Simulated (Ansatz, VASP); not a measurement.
**Cross-check of HfC between VASP and Ansatz**

One calculation is typed for both programs; each brings its own data sets. How far apart do they land? The cell is taken from a series of runs on this material, whose earlier steps may have relaxed, scaled, displaced or heated it; both programs get it as it stands.

Program: Ansatz 0.2.0. Level of theory: plane waves, with VASP 6.6.1 beside it; zone-centre phonons at LDA. Results are calculated unless marked as measured.

### Step 1. Starting point

The structure is orthorhombic, space group Immm (No. 71). Conventional cell: a = 3.201 Å, b = 3.243 Å, c = 4.579 Å, α = 90.00°, β = 90.00°, γ = 90.00°. Nearest to C lie 6 Hf at 2.28 to 2.29 Å. Nearest to Hf lie 6 C at 2.28 to 2.29 Å. Farther neighbours are not listed.

Coordinates:

```xyz
2
Lattice="-0.0148 2.2783 2.2895 2.2783 -0.0148 2.2895 2.2635 2.2635 0.0000" Properties=species:S:1:pos:R:3 pbc="T T T"
C     0.0000    0.0000    0.0000
Hf    2.2635    2.2635    2.2895
```

### Step 2. VASP: zone-centre phonons, LDA

Second derivatives magnify differences that forces hide, and they need a tight electronic threshold.

Lines of VASP's logs that name or quote its potential files are left out, and so is its time.

Input file INCAR:

```
SYSTEM = HfC
PREC = Accurate
ENCUT = 600
EDIFF = 1E-08
NELM = 120
ISMEAR = 1
SIGMA = 0.2
LREAL = .FALSE.
ALGO = Normal
GGA = PW92
NBANDS = 13
LASPH = .TRUE.
LORBIT = 11
LWAVE = .FALSE.
LCHARG = .FALSE.
ISIF = 2
IBRION = 8
GGA_COMPAT = .FALSE.
KPAR = 2
```

Input file POSCAR:

```
HfC
1.0
   -0.0147987609      2.2783076328      2.2895412336
    2.2783076328     -0.0147987609      2.2895412336
    2.2635088719      2.2635088719      0.0000000000
C Hf
1 1
Direct
    0.0000000000      0.0000000000      0.0000000000
    0.5000000000      0.5000000000      0.5000000000
```

Input file KPOINTS:

```
Automatic mesh
0
Gamma
16 16 16
0 0 0
```

The projector-augmented-wave data sets are C and Hf_pv (LDA family, release 64).

Launch:

```console
> mpirun -np 2 vasp_std
```

Numbers of over 12 decimals in the logs are rounded to 6 here.

The program printed:

```text
[banner, memory and clock lines left out]
running    2 mpi-ranks, on    1 nodes
 distrk:  each k-point on    1 cores,    2 groups
 distr:  one band on    1 cores,    1 groups

 POSCAR found type information on POSCAR C Hf
 POSCAR found :  2 types and       2 ions
|                                                                             |
|               ----> ADVICE to this user running VASP <----                  |
|                                                                             |
|     You enforced a specific xc type in the INCAR file but a different       |
|     [... a line on the potential file left out ...]
|     I HOPE YOU KNOW WHAT YOU ARE DOING!                                     |
|                                                                             |

 LDA part: xc-table for (Slater(with rela. corr.)+PW92), standard interpolation
 POSCAR, INCAR and KPOINTS ok, starting setup
 FFT: planning ... GRIDC
 FFT: planning ... GRID_SOFT
 FFT: planning ... GRID
 WAVECAR not read
 entering main loop
       N       E                     dE             d eps       ncg     rms          rms(c)
DAV:   1     0.240681988798E+02    0.24068E+02   -0.86255E+03 16170   0.119E+03
DAV:   2    -0.242890699069E+02   -0.48357E+02   -0.45347E+02 20458   0.222E+02
DAV:   3    -0.260189340184E+02   -0.17299E+01   -0.17206E+01 20299   0.299E+01
DAV:   4    -0.260286467712E+02   -0.97128E-02   -0.97040E-02 18054   0.266E+00
DAV:   5    -0.260287147292E+02   -0.67958E-04   -0.67957E-04 20391   0.203E-01    0.640E+01
DAV:   6    -0.229801166982E+02    0.30486E+01   -0.13774E+01 18651   0.198E+01    0.452E+01
DAV:   7    -0.229119952896E+02    0.68121E-01   -0.60348E-01 18886   0.547E+00    0.253E+01
DAV:   8    -0.228969436556E+02    0.15052E-01   -0.57278E-02 19726   0.185E+00    0.540E+00
DAV:   9    -0.228917686948E+02    0.51750E-02   -0.24738E-02 19331   0.833E-01    0.184E+00
DAV:  10    -0.228913153556E+02    0.45334E-03   -0.17110E-03 19445   0.303E-01    0.593E-02
DAV:  11    -0.228913148064E+02    0.54919E-06   -0.74132E-05 19191   0.771E-02    0.621E-02
DAV:  12    -0.228913145573E+02    0.24906E-06   -0.17331E-06 20556   0.110E-02    0.296E-02
DAV:  13    -0.228913142970E+02    0.26029E-06   -0.64848E-07 19361   0.446E-03    0.123E-03
DAV:  14    -0.228913142976E+02   -0.59185E-09   -0.20668E-08 18092   0.120E-03
   1 F= -.22891314E+02 E0= -.22891083E+02  d E =-.694897E-03
 Linear response reoptimize wavefunctions to high precision
DAV:   1    -0.228913142975E+02    0.85493E-10   -0.68813E-10 13944   0.233E-04
 Linear response DOF=           4
 Linear response progress:
  Degree of freedom:   1/  4
       N       E                     dE             d eps       ncg     rms          rms(c)
RMM:   1    -0.124312924992E+00   -0.12431E+00    0.17374E-02 63019   0.196E+00
RMM:   2    -0.119102521863E+00    0.52104E-02   -0.36984E-03 45811   0.371E-01    0.466E-01
RMM:   3    -0.119423310631E+00   -0.32079E-03   -0.75300E-04 41937   0.157E-01    0.241E-01
RMM:   4    -0.120400352182E+00   -0.97704E-03   -0.45365E-04 42576   0.118E-01    0.389E-02
RMM:   5    -0.120396926894E+00    0.34253E-05   -0.11644E-05 47327   0.252E-02    0.114E-02
RMM:   6    -0.120396659057E+00    0.26784E-06   -0.38317E-07 51087   0.413E-03    0.448E-03
RMM:   7    -0.120384548133E+00    0.12111E-04   -0.98214E-08 49759   0.214E-03    0.284E-03
RMM:   8    -0.120387816615E+00   -0.32685E-05   -0.11739E-08 52781   0.675E-04    0.264E-04
RMM:   9    -0.120387247907E+00    0.56871E-06   -0.20864E-09 55570   0.122E-04    0.218E-04
RMM:  10    -0.120387245043E+00    0.28631E-08   -0.68750E-09 56420   0.303E-05    0.391E-05
 first order change of Fermi-energy   0.11488E-02
 force on displaced ion       1 direction 1 :  -9.172   0.292   0.000
 Linear response progress:
  Degree of freedom:   2/  4
       N       E                     dE             d eps       ncg     rms          rms(c)
RMM:   1    -0.123673951244E+00   -0.12367E+00    0.20075E-02 35459   0.194E+00
RMM:   2    -0.118884977164E+00    0.47890E-02   -0.35737E-03 25872   0.365E-01    0.441E-01
RMM:   3    -0.119206232546E+00   -0.32126E-03   -0.72943E-04 23564   0.154E-01    0.228E-01
RMM:   4    -0.120171198511E+00   -0.96497E-03   -0.44472E-04 23843   0.117E-01    0.375E-02
RMM:   5    -0.120169546527E+00    0.16520E-05   -0.11329E-05 26651   0.248E-02    0.111E-02
RMM:   6    -0.120168822390E+00    0.72414E-06   -0.37560E-07 28518   0.411E-03    0.438E-03
RMM:   7    -0.120157249424E+00    0.11573E-04   -0.92439E-08 27746   0.207E-03    0.278E-03
RMM:   8    -0.120160165690E+00   -0.29163E-05   -0.10691E-08 29553   0.658E-04    0.263E-04
RMM:   9    -0.120159689175E+00    0.47651E-06    0.62082E-10 30847   0.117E-04    0.215E-04
RMM:  10    -0.120159691925E+00   -0.27494E-08   -0.29733E-09 31466   0.295E-05    0.528E-05
 first order change of Fermi-energy   0.10039E-02
 force on displaced ion       1 direction 3 :   0.000   0.000  -8.573
 Linear response progress:
  Degree of freedom:   3/  4
       N       E                     dE             d eps       ncg     rms          rms(c)
RMM:   1    -0.212264340162E+00   -0.21226E+00    0.37709E+00 31663   0.118E+01
RMM:   2    -0.207665050825E+00    0.45993E-02   -0.30205E-02 44043   0.126E+00    0.562E-01
RMM:   3    -0.207003351669E+00    0.66170E-03   -0.94583E-04 55043   0.148E-01    0.231E-01
RMM:   4    -0.206537973861E+00    0.46538E-03   -0.78940E-05 59210   0.505E-02    0.141E-01
RMM:   5    -0.206135497605E+00    0.40248E-03   -0.29563E-05 60041   0.352E-02    0.141E-02
RMM:   6    -0.206131671026E+00    0.38266E-05   -0.24577E-06 59841   0.104E-02    0.657E-03
RMM:   7    -0.206141360385E+00   -0.96894E-05   -0.11431E-08 64864   0.247E-03    0.669E-03
RMM:   8    -0.206142527761E+00   -0.11674E-05   -0.37139E-06 64898   0.582E-04    0.153E-03
RMM:   9    -0.206143015619E+00   -0.48786E-06   -0.29324E-06 65702   0.283E-04    0.157E-04
RMM:  10    -0.206143331598E+00   -0.31598E-06   -0.17702E-06 64255   0.104E-04    0.971E-05
RMM:  11    -0.206143381748E+00   -0.50150E-07   -0.87403E-07 69131   0.428E-05    0.819E-05
RMM:  12    -0.206143403806E+00   -0.22059E-07   -0.46433E-07 65115   0.229E-05    0.237E-05
RMM:  13    -0.206143412368E+00   -0.85620E-08   -0.24685E-07 62179   0.155E-05    0.312E-06
RMM:  14    -0.206143411745E+00    0.62326E-09   -0.14561E-07 52457   0.121E-05    0.106E-05
RMM:  15    -0.206143415032E+00   -0.32865E-08   -0.78613E-08 49837   0.104E-05    0.301E-06
 first order change of Fermi-energy  -0.10045E-02
 force on displaced ion       2 direction 1 :  -9.167   0.292   0.000
 Linear response progress:
  Degree of freedom:   4/  4
       N       E                     dE             d eps       ncg     rms          rms(c)
RMM:   1    -0.212379775754E+00   -0.21238E+00    0.37293E+00 18150   0.117E+01
RMM:   2    -0.208185641573E+00    0.41941E-02   -0.29910E-02 24938   0.125E+00    0.541E-01
RMM:   3    -0.207544209329E+00    0.64143E-03   -0.93706E-04 30735   0.145E-01    0.218E-01
RMM:   4    -0.207093157178E+00    0.45105E-03   -0.74598E-05 33164   0.487E-02    0.136E-01
RMM:   5    -0.206693096970E+00    0.40006E-03   -0.28087E-05 33543   0.345E-02    0.137E-02
RMM:   6    -0.206687757267E+00    0.53397E-05   -0.21930E-06 33733   0.100E-02    0.591E-03
RMM:   7    -0.206698651796E+00   -0.10895E-04   -0.23910E-06 35930   0.236E-03    0.629E-03
RMM:   8    -0.206699698927E+00   -0.10471E-05   -0.41631E-06 36401   0.556E-04    0.146E-03
RMM:   9    -0.206700087848E+00   -0.38892E-06   -0.26554E-06 36464   0.273E-04    0.152E-04
RMM:  10    -0.206700393128E+00   -0.30528E-06   -0.15743E-06 35949   0.103E-04    0.787E-05
RMM:  11    -0.206700439609E+00   -0.46482E-07   -0.75343E-07 38850   0.431E-05    0.731E-05
RMM:  12    -0.206700461739E+00   -0.22129E-07   -0.36924E-07 36052   0.241E-05    0.110E-05
RMM:  13    -0.206700466345E+00   -0.46062E-08   -0.17734E-07 33727   0.172E-05    0.517E-06
RMM:  14    -0.206700467498E+00   -0.11531E-08   -0.75494E-08 28360   0.140E-05    0.737E-06
 first order change of Fermi-energy  -0.69624E-03
 force on displaced ion       2 direction 3 :   0.000   0.000  -8.569
 Linear response finished
```

From OUTCAR (step 2):

```text
ion  position               nearest neighbor table
   1  0.000  0.000  0.000-   2 2.28   2 2.28   2 2.28   2 2.28   2 2.29   2 2.29
   2  0.500  0.500  0.500-   1 2.28   1 2.28   1 2.28   1 2.28   1 2.29   1 2.29

  LATTYP: Found a body centered orthorhombic cell.
 ALAT       =     3.2010849452
 B/A-ratio  =     1.0130759469
 C/A-ratio  =     1.4304782740

 Subroutine GETGRP returns: Found  8 space group operations
 (whereof  8 operations were pure point group operations)

The static configuration has the point symmetry D_2h.

 Found    621 irreducible k-points:

   k-points           NKPTS =    621   k-points in BZ     NKDIM =    621   number of bands    NBANDS=     13

   dimension x,y,z NGX =    28 NGY =   28 NGZ =   28
   dimension x,y,z NGXF=    56 NGYF=   56 NGZF=   56

   ENCUT  =  600.0 eV  44.10 Ry    6.64 a.u.   6.45  6.45  6.39*2*pi/ulx,y,z

   NELECT =      14.0000    total number of electrons

 k-points in reciprocal lattice and weights: Automatic mesh
   0.00000000  0.00000000  0.00000000       0.000
   0.06250000  0.00000000  0.00000000       0.001
   0.12500000  0.00000000  0.00000000       0.001
   0.18750000  0.00000000  0.00000000       0.001
   0.25000000  0.00000000  0.00000000       0.001
   0.31250000  0.00000000  0.00000000       0.001
   0.37500000  0.00000000  0.00000000       0.001
   0.43750000  0.00000000  0.00000000       0.001
   0.50000000  0.00000000  0.00000000       0.000
[...]
0.25000000  0.25000000  0.50000000       0.000
  -0.25000000  0.25000000  0.50000000       0.000

 average (electrostatic) potential at core
       1 -51.4258       2 -35.0366

  Total        0.3881961      0.3881961      0.0398807      0.3402169      0.0000000      0.0000000
  in kB       26.1683845     26.1683845      2.6883651     22.9340974      0.0000000      0.0000000
  external PRESSURE =      18.3417114 kB  Pullay stress =       0.0000000 kB

  energy-cutoff  :      600.00
  volume of cell :       23.77
      direct lattice vectors                 reciprocal lattice vectors
    -0.014798761  2.278307633  2.289541234    -0.218044833  0.218044833  0.218384361
     2.278307633 -0.014798761  2.289541234     0.218044833 -0.218044833  0.218384361
     2.263508872  2.263508872  0.000000000     0.220895975  0.220895975 -0.218384361

 POSITION                                       TOTAL-FORCE (eV/Angst)
 -----------------------------------------------------------------------------------
      0.00000      0.00000      0.00000         0.000000      0.000000      0.000000
      2.26351      2.26351      2.28954         0.000000     -0.000000     -0.000000
 -----------------------------------------------------------------------------------
    total drift:                                0.000000      0.000000      0.000000

 Eigenvectors and eigenvalues of the dynamical matrix
 ----------------------------------------------------

   1 f  =   14.335881 THz    90.074994 2PiTHz  478.193502 cm-1    59.288411 meV
             X         Y         Z           dx          dy          dz
      0.000000  0.000000  0.000000     0.684464   -0.684464    0.000000
      2.263509  2.263509  2.289541    -0.177509    0.177509    0.000000

   2 f  =   13.886390 THz    87.250759 2PiTHz  463.200100 cm-1    57.429467 meV
             X         Y         Z           dx          dy          dz
      0.000000  0.000000  0.000000    -0.684465   -0.684465   -0.000000
      2.263509  2.263509  2.289541     0.177504    0.177504   -0.000000

   3 f  =   13.644385 THz    85.730198 2PiTHz  455.127684 cm-1    56.428616 meV
             X         Y         Z           dx          dy          dz
      0.000000  0.000000  0.000000    -0.000000   -0.000000    0.967975
      2.263509  2.263509  2.289541     0.000000    0.000000   -0.251048

   4 f/i=    0.000687 THz     0.004318 2PiTHz    0.022925 cm-1     0.002842 meV
             X         Y         Z           dx          dy          dz
      0.000000  0.000000  0.000000    -0.000000    0.000000    0.251048
      2.263509  2.263509  2.289541    -0.000000    0.000000    0.967975

   5 f/i=    0.000894 THz     0.005617 2PiTHz    0.029817 cm-1     0.003697 meV
             X         Y         Z           dx          dy          dz
      0.000000  0.000000  0.000000     0.177510   -0.177509    0.000000
      2.263509  2.263509  2.289541     0.684464   -0.684463    0.000000

   6 f/i=    0.000975 THz     0.006127 2PiTHz    0.032530 cm-1     0.004033 meV
             X         Y         Z           dx          dy          dz
      0.000000  0.000000  0.000000     0.177504    0.177504   -0.000000
      2.263509  2.263509  2.289541     0.684465    0.684465   -0.000000

 ELASTIC MODULI CONTR FROM IONIC RELAXATION (kBar)
 Direction    XX          YY          ZZ          XY          YZ          ZX
 --------------------------------------------------------------------------------
 XX           0.0000      0.0000      0.0000      0.0000      0.0000      0.0000
 YY           0.0000      0.0000      0.0000      0.0000      0.0000      0.0000
 ZZ           0.0000      0.0000      0.0000      0.0000      0.0000      0.0000
 XY           0.0000      0.0000      0.0000      0.0000      0.0000      0.0000
 YZ           0.0000      0.0000      0.0000      0.0000      0.0000      0.0000
 ZX           0.0000      0.0000      0.0000      0.0000      0.0000      0.0000
 --------------------------------------------------------------------------------
```

[end of part 1 of 2]

[Lines on the potential files, build, host, timing and source positions are cut from VASP's logs without a mark.]

[Logs are printed without paths, hosts, clocks, repeated set-up lines and the standing remarks that a program may print on its own settings, such as how far it seeks lower states.]

[Hosts, paths, dates, database ids (printed as entryN), source tags and the programs' standing remarks are cut or masked in the printed files.]
